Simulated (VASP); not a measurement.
```xyz
2
Lattice="0.0000 3.0400 3.0400 3.0400 0.0000 3.0400 3.0400 3.0400 0.0000" Properties=species:S:1:pos:R:3 pbc="T T T"
Cu     3.0400     3.0400     0.0000
I      1.5200     1.5200     1.5200
```

The numbers are results of PW91 GGA, VASP's PBE PAW potentials (set 64) (plane waves; VASP), not measurements. Run with 520 eV cut-off, 8×8×8 Γ-centred mesh, Gaussian smearing of 0.050 eV, potentials Cu I.

**Question.** Give the energy at these volumes per atom, relative to the lowest: 26.41, 27.25, 28.09, 28.93, 29.78 Å³.

**Answer.** 14.2, 3.3, 0.0, 2.9, 11.0 meV/atom. A third-order Birch-Murnaghan fit gives B0 = 39.5 GPa and B0′ = 5.3.

The compound is CuI in the zinc blende structure. It was relaxed first.
